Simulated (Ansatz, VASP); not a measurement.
## InH3: VASP beside Ansatz

One calculation is typed for both programs; each brings its own data sets. How far apart do they land? The cell is generated by rule, not measured, and may not be a known phase. Of the first pair: The cell is taken from a series of runs on this material, whose earlier steps may have relaxed, scaled, displaced or heated it; both programs get it as it stands.

Program: Ansatz 0.2.0. Level of theory: plane waves, with VASP 6.6.1 beside it; relaxation of cell and atoms at PBEsol and zone-centre phonons at PBEsol. Results are calculated unless marked as measured.

### Step 1. The starting structure

It takes space group P4/mbm (No. 127, tetragonal). Conventional cell: a = 5.206 Å, b = 5.206 Å, c = 3.826 Å, α = 90.00°, β = 90.00°, γ = 90.00°. In has 6 H at 1.91 to 1.92 Å nearest. H has 2 In at 1.91 Å nearest. Nearest to H lie 2 In at 1.92 Å. Farther neighbours are not listed.

### Step 2. VASP: relaxation of cell and atoms, PBEsol, pair 1

The relaxed volume is the usual yardstick between codes: in a stiff, nearly cubic crystal its relative difference is about their pressure difference at one cell divided by the bulk modulus.

Lines of VASP's logs that name or quote its potential files are left out, and so is its time.

INCAR

```
SYSTEM = InH3
PREC = Accurate
ENCUT = 500
EDIFF = 1E-07
NELM = 120
ISMEAR = 1
SIGMA = 0.15
LREAL = .FALSE.
ALGO = Normal
GGA = PS
NBANDS = 24
LORBIT = 11
LWAVE = .FALSE.
LCHARG = .FALSE.
ISIF = 3
IBRION = 2
NSW = 80
EDIFFG = -0.005
LASPH = .TRUE.
GGA_COMPAT = .FALSE.
NELMIN = 4
KPAR = 2
```

POSCAR

```
InH3
1.0
    5.2063550000      0.0000000000      0.0000000000
    0.0000000000      5.2063550000      0.0000000000
    0.0000000000      0.0000000000      3.8261650000
In H
2 6
Direct
    0.4999999040      0.4999999040      0.0000000000
    0.0000000000      0.0000000000      0.0000000000
    0.4999999040      0.4999999040      0.4999998693
    0.0000000000      0.0000000000      0.4999998693
    0.1762449929      0.3237549111      0.0000000000
    0.8237548150      0.6762450889      0.0000000000
    0.3237549111      0.8237548150      0.0000000000
    0.6762450889      0.1762449929      0.0000000000
```

KPOINTS

```
Automatic mesh
0
Gamma
6 6 8
0 0 0
```

PAW data sets: In_d and H (PBE family, release 64).

Run with:

```
$ mpirun -np 2 vasp_std
```

Numbers of over 12 decimals in the logs are rounded to 6 here.

Output:

```text
[banner, memory and clock lines left out]
running    2 mpi-ranks, on    1 nodes
 distrk:  each k-point on    1 cores,    2 groups
 distr:  one band on    1 cores,    1 groups

 POSCAR found type information on POSCAR InH
 POSCAR found :  2 types and       8 ions
|                                                                             |
|               ----> ADVICE to this user running VASP <----                  |
|                                                                             |
|     You enforced a specific xc type in the INCAR file but a different       |
|     [... a line on the potential file left out ...]
|     I HOPE YOU KNOW WHAT YOU ARE DOING!                                     |
|                                                                             |

 LDA part: xc-table for (Slater+PW92), standard interpolation
 POSCAR, INCAR and KPOINTS ok, starting setup
 FFT: planning ... GRIDC
 FFT: planning ... GRID_SOFT
 FFT: planning ... GRID
 WAVECAR not read
 entering main loop
       N       E                     dE             d eps       ncg     rms          rms(c)
DAV:   1     0.245962678099E+03    0.24596E+03   -0.14270E+04  2400   0.142E+03
DAV:   2    -0.208838498184E+01   -0.24805E+03   -0.23820E+03  2464   0.364E+02
DAV:   3    -0.235907753074E+02   -0.21502E+02   -0.21272E+02  3096   0.124E+02
DAV:   4    -0.243982635521E+02   -0.80749E+00   -0.80608E+00  2720   0.269E+01
DAV:   5    -0.244465273750E+02   -0.48264E-01   -0.48262E-01  4016   0.546E+00    0.916E+00
DAV:   6    -0.233735942249E+02    0.10729E+01   -0.97602E-01  3312   0.151E+01    0.444E+00
DAV:   7    -0.231231126933E+02    0.25048E+00   -0.69170E-01  3728   0.689E+00    0.687E-01
DAV:   8    -0.231264373641E+02   -0.33247E-02   -0.58007E-02  3216   0.313E+00    0.401E-01
DAV:   9    -0.231305907587E+02   -0.41534E-02   -0.31012E-03  2832   0.358E-01    0.174E-01
DAV:  10    -0.231325975850E+02   -0.20068E-02   -0.14606E-03  2696   0.187E-01    0.392E-02
DAV:  11    -0.231328483968E+02   -0.25081E-03   -0.28435E-04  2824   0.964E-02    0.181E-02
DAV:  12    -0.231328523395E+02   -0.39427E-05   -0.35497E-05  2896   0.678E-02    0.189E-02
DAV:  13    -0.231328531293E+02   -0.78984E-06   -0.38609E-06  3464   0.133E-02    0.887E-03
DAV:  14    -0.231328533996E+02   -0.27027E-06   -0.11032E-06  3224   0.137E-02    0.196E-03
DAV:  15    -0.231328533095E+02    0.90085E-07   -0.81196E-08  1984   0.246E-03
   1 F= -.23132853E+02 E0= -.23132740E+02  d E =-.231329E+02
 curvature:   0.00 expect dE= 0.000E+00 dE for cont linesearch  0.000E+00
 trial: gam= 0.00000 g(F)=  0.523E-06 g(S)=  0.984E-04 ort = 0.000E+00 (trialstep = 0.100E+01)
 search vector abs. value=  0.990E-04
 bond charge predicted
       N       E                     dE             d eps       ncg     rms          rms(c)
DAV:   1    -0.231334581277E+02   -0.60473E-03   -0.13360E-02  3048   0.189E+00    0.142E-01
DAV:   2    -0.231329883306E+02    0.46980E-03   -0.96699E-04  3000   0.585E-01    0.552E-02
DAV:   3    -0.231329167538E+02    0.71577E-04   -0.23236E-04  3176   0.271E-01    0.205E-02
DAV:   4    -0.231329174081E+02   -0.65425E-06   -0.16472E-05  2504   0.308E-02    0.205E-02
DAV:   5    -0.231329173793E+02    0.28804E-07   -0.20330E-06  3016   0.106E-02    0.461E-03
DAV:   6    -0.231329179327E+02   -0.55343E-06   -0.37984E-07  2544   0.302E-03    0.327E-03
DAV:   7    -0.231329184998E+02   -0.56704E-06   -0.89755E-08  1896   0.219E-03    0.462E-03
DAV:   8    -0.231329184372E+02    0.62513E-07   -0.23631E-08  1344   0.187E-03
   2 F= -.23132918E+02 E0= -.23132796E+02  d E =-.651277E-04
 trial-energy change:   -0.000065  1 .order   -0.000068   -0.000099   -0.000037
 step:   1.5848(harm=  1.5848)  dis= 0.00009  next Energy=   -23.132932 (dE=-0.784E-04)
 reached required accuracy - stopping structural energy minimisation
```

OUTCAR, selected parts (step 2):

```text
ion  position               nearest neighbor table
   1  0.500  0.500  0.000-   3 1.91   3 1.91   7 1.92   5 1.92   6 1.92   8 1.92   2 3.68   2 3.68
                             2 3.68   2 3.68
   2  0.000  0.000  0.000-   4 1.91   4 1.91   8 1.92   5 1.92   6 1.92   7 1.92   1 3.68   1 3.68
                             1 3.68   1 3.68
   3  0.500  0.500  0.500-   1 1.91   1 1.91
   4  0.000  0.000  0.500-   2 1.91   2 1.91
   5  0.176  0.324  0.000-   1 1.92   2 1.92
   6  0.824  0.676  0.000-   1 1.92   2 1.92
   7  0.324  0.824  0.000-   1 1.92   2 1.92
   8  0.676  0.176  0.000-   2 1.92   1 1.92

  LATTYP: Found a simple tetragonal cell.
 ALAT       =     5.2063550000
 C/A-ratio  =     0.7349028255

 Subroutine GETGRP returns: Found 16 space group operations
 (whereof  8 operations were pure point group operations)

The static configuration has the point symmetry C_4h.
 The point group associated with its full space group is D_4h.

 Found     50 irreducible k-points:

   k-points           NKPTS =     50   k-points in BZ     NKDIM =     50   number of bands    NBANDS=     24

   dimension x,y,z NGX =    40 NGY =   40 NGZ =   28
   dimension x,y,z NGXF=    80 NGYF=   80 NGZF=   56

   ENCUT  =  500.0 eV  36.75 Ry    6.06 a.u.   9.49  9.49  6.98*2*pi/ulx,y,z

   NELECT =      32.0000    total number of electrons

 k-points in reciprocal lattice and weights: Automatic mesh
   0.00000000  0.00000000  0.00000000       0.003
   0.16666667  0.00000000  0.00000000       0.014
   0.33333333  0.00000000  0.00000000       0.014
   0.50000000  0.00000000  0.00000000       0.007
   0.16666667  0.16666667  0.00000000       0.014
   0.33333333  0.16666667  0.00000000       0.028
   0.50000000  0.16666667  0.00000000       0.014
   0.33333333  0.33333333  0.00000000       0.014
   0.50000000  0.33333333  0.00000000       0.014
[...]
0.50000000  0.33333333  0.50000000       0.014
   0.50000000  0.50000000  0.50000000       0.003

 average (electrostatic) potential at core
       1 -98.6497       2 -98.6497       3 -33.6064       4 -33.6064       5 -33.5752
       6 -33.5752       7 -33.5752       8 -33.5752

 E-fermi :   1.8581

 k-point     1 :       0.0000    0.0000    0.0000
  band No.  band energies     occupation
    ...
     11      -7.1282      2.00000
     12      -3.3697      2.00000
     13      -2.0430      2.00000
     14      -2.0430      2.00000
     15       1.3480      2.00002
     16       1.9454      0.17632
     17       5.4935      0.00000
     18       5.6640      0.00000
     19       5.6640      0.00000
     20       7.0134      0.00000
    ...

 k-point     2 :       0.1667    0.0000    0.0000
  band No.  band energies     occupation
    ...
     12      -4.0447      2.00000
     13      -1.8667      2.00000
     14      -1.4405      2.00000
     15       1.0939      2.00000
     16       1.7164      2.03673
     17       5.5649      0.00000
     18       5.6305      0.00000
     19       5.6754      0.00000
     20       6.8680      0.00000
     21       7.8740      0.00000
    ...

 k-point     3 :       0.3333    0.0000    0.0000
  band No.  band energies     occupation
    ...
     12      -5.0514      2.00000
     13      -1.3652      2.00000
     14      -0.6206      2.00000
     15       0.4264      2.00000
     16       1.1246      2.00000
     17       5.5449      0.00000
     18       5.9919      0.00000
     19       6.0268      0.00000
     20       6.9753      0.00000
     21       7.3403      0.00000
    ...

  Total       -0.0259657     -0.0259657     -0.0271742      0.0000000     -0.0000000      0.0000000
  in kB       -0.4016607     -0.4016607     -0.4203549      0.0000000     -0.0000000      0.0000000
  external PRESSURE =      -0.4078921 kB  Pullay stress =       0.0000000 kB

  energy-cutoff  :      500.00
  volume of cell :      103.57
      direct lattice vectors                 reciprocal lattice vectors
     5.204076293  0.000000000  0.000000000     0.192157060  0.000000000  0.000000000
     0.000000000  5.204076293 -0.000000000     0.000000000  0.192157060  0.000000000
     0.000000000 -0.000000000  3.824409285     0.000000000  0.000000000  0.261478290

 POSITION                                       TOTAL-FORCE (eV/Angst)
 -----------------------------------------------------------------------------------
      2.60204      2.60204     -0.00000        -0.000000     -0.000000      0.000000
      5.20408      0.00000      0.00000        -0.000000     -0.000000      0.000000
      2.60204      2.60204      1.91220        -0.000000     -0.000000      0.000000
      5.20408     -0.00000      1.91220        -0.000000     -0.000000      0.000000
      0.91714      1.68490     -0.00000        -0.002947      0.002947     -0.000000
      4.28694      3.51917     -0.00000         0.002947     -0.002947      0.000000
      1.68490      4.28694     -0.00000         0.002947      0.002947     -0.000000
      3.51917      0.91714     -0.00000        -0.002947     -0.002947      0.000000
 -----------------------------------------------------------------------------------
    total drift:                                0.000306      0.000201     -0.000051

  FREE ENERGIE OF THE ION-ELECTRON SYSTEM (eV)
  ---------------------------------------------------
  free  energy   TOTEN  =       -23.1329184372 eV

  energy  without entropy=      -23.1325505565  energy(sigma->0) =      -23.13279581

 reached required accuracy - stopping structural energy minimisation

 total charge
# of ion       s       p       d       tot
------------------------------------------
    1        0.803   0.758   9.924  11.485
    2        0.803   0.758   9.924  11.485
    3        0.519   0.007   0.000   0.527
    4        0.519   0.007   0.000   0.527
    5        0.517   0.007   0.000   0.525
    6        0.517   0.007   0.000   0.525
    7        0.517   0.007   0.000   0.525
    8        0.517   0.007   0.000   0.525
--------------------------------------------------
tot          4.713   1.560  19.848  26.122

[... 3 further parts left out ...]
```

CONTCAR:

```
InH3
   1.00000000000000
     5.2040762933928653    0.0000000000000000    0.0000000000000000
     0.0000000000000000    5.2040762933928653   -0.0000000000000000
     0.0000000000000000   -0.0000000000000000    3.8244092853740317
  In              H
     2     6
Direct
     0.4999999039999992    0.4999999039999992    0.0000000000000000
     1.0000000000000000    0.0000000000000000    0.0000000000000000
     0.4999999039999992    0.4999999039999992    0.4999998692999981
     1.0000000000000000    0.0000000000000000    0.4999998692999981
     0.1762342112648823    0.3237656927351169    0.0000000000000000
     0.8237655966351214    0.6762343072648831    0.0000000000000000
     0.3237656927351169    0.8237655966351214    0.0000000000000000
     0.6762343072648831    0.1762342112648823    0.0000000000000000
```

The run keeps the 16 symmetry operations of its start, so it cannot find a distortion of lower symmetry.

(Continued in part 2 of 3.)

[Lines on the potential files, build, host, timing and source positions are cut from VASP's logs without a mark.]

[Logs are printed without paths, hosts, clocks, repeated set-up lines and the standing remarks that a program may print on its own settings, such as how far it seeks lower states.]

[Hosts, paths, dates, database ids (printed as entryN), source tags and the programs' standing remarks are cut or masked in the printed files.]
